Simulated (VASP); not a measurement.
Energy against volume of SiC (zinc blende). Method: PBE GGA, VASP's PBE PAW potentials (set 64) (plane waves; VASP). Settings: 520 eV cut-off, 10×10×10 Γ-centred mesh, Gaussian smearing of 0.050 eV, potentials Si C.

```
V (Å³/atom)  E (eV/atom)
-----------  -----------
10.184          -7.52374
10.499          -7.53042
10.814          -7.52454
11.129          -7.50783
```

### Question
Fit these four points and predict the energy of the run at 9.869 Å³/atom.

### Answer
A cubic in V^(−2/3), the third-order Birch-Murnaghan form, passes through the four points with V0 = 10.50 Å³/atom and B0 = 212 GPa, and gives -7.5025 eV/atom there. The run gave -7.5025 eV/atom, -0.0 meV/atom from the fit; all five points give B0 = 212 GPa.

The compound is SiC in the zinc blende structure. It was relaxed first.
